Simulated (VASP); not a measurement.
An input for Ansatz (written as the equivalent of a VASP run, and not itself run):

Ansatz 0.2 input:
```yaml
crystal:
  lattice:
    - [3.9995100, 0.0000000, 0.0000000]
    - [0.0000000, 3.9995100, 0.0000000]
    - [0.0000000, 0.0000000, 5.2598200]
  atoms:
    - { symbol: Pb, position: [0.4788910, -0.0223590, 0.2075000] }
    - { symbol: Pb, position: [0.0023510, 0.5314220, 0.7883190] }
    - { symbol: O, position: [0.5088100, 0.4848040, 0.0031870] }
    - { symbol: O, position: [0.0099470, 0.0061330, 0.0009940] }
kpoints:
  mp_grid: { grid: [7, 7, 5] }
hamiltonian:
  xc: lda
  pseudopotentials: { kind: paw }
scf:
  occupations: { method: fermi_dirac, width: 0.05 }
  max_iter: 100
relax:
  max_steps: 50
  f_tol: 0.01
output: { forces: true, stress: true, eigenvalues: true }
```

Task: Translate this input to VASP (INCAR, KPOINTS, POSCAR, choice of POTCAR).

Result: One answer among several that fit: 
File POSCAR:
```
PbO
1.0
  3.9995100000   0.0000000000   0.0000000000
  0.0000000000   3.9995100000   0.0000000000
  0.0000000000   0.0000000000   5.2598200000
Pb O
2 2
direct
  0.4788910000  -0.0223590000   0.2075000000
  0.0023510000   0.5314220000   0.7883190000
  0.5088100000   0.4848040000   0.0031870000
  0.0099470000   0.0061330000   0.0009940000
```

INCAR:
```
PREC=Accurate
LCHARG=.FALSE.
ENCUT=400   ! plane-wave cut-off (eV)
SIGMA=0.05
EDIFF=1E-6   ! SCF stop (eV)
SYSTEM=PbO
ALGO=Normal   ! blocked Davidson
ISMEAR=-1
NSW=50   ! most ionic steps
ISIF=2   ! forces and stress, cell fixed
NELM=100
EDIFFG=-0.01
LMAXMIX=4
IBRION=2
LWAVE=.FALSE.
LASPH=.TRUE.   ! aspherical one-centre terms
LREAL=.FALSE.   ! projection in real space or not
```

File KPOINTS:
```
Automatic mesh
0
Gamma
7 7 5
0 0 0
```

POTCAR, in this order: Pb_d O (LDA.64 set). Program: vasp_std.

Limits of the translation: each code has its own PAW files, so the cut-off isn't converted (ENCUT is set for VASP's; basis.ecutwfc is left out, and Ansatz then takes the one that its files recommend); Ansatz stops its SCF on the density residual and VASP on the energy change (EDIFF); Ansatz's lda is the Perdew-Wang form, while the LDA potentials of VASP carry Perdew-Zunger's.

The structure comes from a computed database's PbO entry; how it stands against other phases isn't given here. In the starting cell atoms are displaced from their ideal sites. This run relaxes the ions in a fixed cell. The run is one of a series of settings (EDIFFG = -0.01, IBRION = 2, NSW = 50 against the base run), some of them coarse on purpose.
